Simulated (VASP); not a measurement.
TaSn: density of states with PBE

Crystal: TaSn.

```
Ta Sn
1.0
     3.18519    0.00000    0.00000
    -1.59260    2.75846    0.00000
     0.00000    0.00000    4.59142
Ta Sn
1 1
Direct
  0.00000 0.00000 0.50000
  0.66667 0.33333 0.00000
```

The cell was built by a generator and needn't be a form met in nature.

- Program: VASP 6.6.1
- Task: density of states
- Functional: PBE
- Potentials or basis: VASP PAW PBE potentials, release 64 (Ta_pv, Sn_d)
- Cutoff: 520 eV
- k mesh: 16 × 16 × 10
- Occupations: gaussian, width 0.1 eV
- Spin: no spin polarisation
- k mesh for the DOS: 24 × 24 × 15
- Occupations for the DOS: tetrahedron
- Further INCAR settings: ALGO = Normal; EDIFF = 1e-06; NBANDS = 20

* Valence electrons inside the program's atomic spheres: Ta 8.73; Sn 12.47

Levels at points of the mesh, in eV from the Fermi level:
| k point | band 10 | band 11 | band 12 | band 13 | band 14 | band 15 |
| --- | --- | --- | --- | --- | --- | --- |
| (0.00, 0.00, 0.00) | -3.96 | -2.89 | 0.02 | 0.02 | 1.99 | 1.99 |
| (0.50, 0.00, 0.00) | -5.75 | -3.45 | -2.37 | 1.22 | 3.23 | 3.55 |

States per cell in windows of 1 eV (zero at the Fermi level; states under -8 eV left out):
```csv
from (eV),total,Ta1_d,Sn2_p,Sn2_s,Ta1_s,Sn2_d,Ta1_p
-8.0,0.56,0.04,0.04,0.27,0.02,0.01,0.01
-7.0,0.33,0.02,0.03,0.12,0.03,0.00,0.01
-6.0,0.41,0.03,0.10,0.02,0.05,0.00,0.01
-5.0,1.02,0.14,0.25,0.05,0.08,0.01,0.03
-4.0,1.36,0.34,0.32,0.04,0.04,0.02,0.04
-3.0,1.23,0.40,0.22,0.03,0.01,0.03,0.04
-2.0,1.90,0.81,0.17,0.02,0.02,0.05,0.07
-1.0,0.94,0.50,0.09,0.01,0.00,0.03,0.01
0.0,1.79,1.01,0.14,0.02,0.03,0.06,0.02
1.0,1.75,1.00,0.12,0.05,0.03,0.06,0.03
2.0,1.64,0.81,0.15,0.11,0.04,0.06,0.04
3.0,1.31,0.60,0.17,0.09,0.03,0.05,0.04
4.0,1.32,0.67,0.18,0.05,0.05,0.05,0.03
5.0,1.20,0.46,0.20,0.03,0.08,0.06,0.04
6.0,1.06,0.33,0.23,0.02,0.06,0.06,0.05
7.0,0.93,0.21,0.24,0.02,0.05,0.08,0.05
```

Wall time 42 s on 4 MPI ranks on Intel(R) Xeon(R) Platinum 8488C (Sapphire Rapids) (shared host), peak memory 0.48 GiB a rank.

 Spin-orbit coupling is left out, which matters for the levels of Ta.
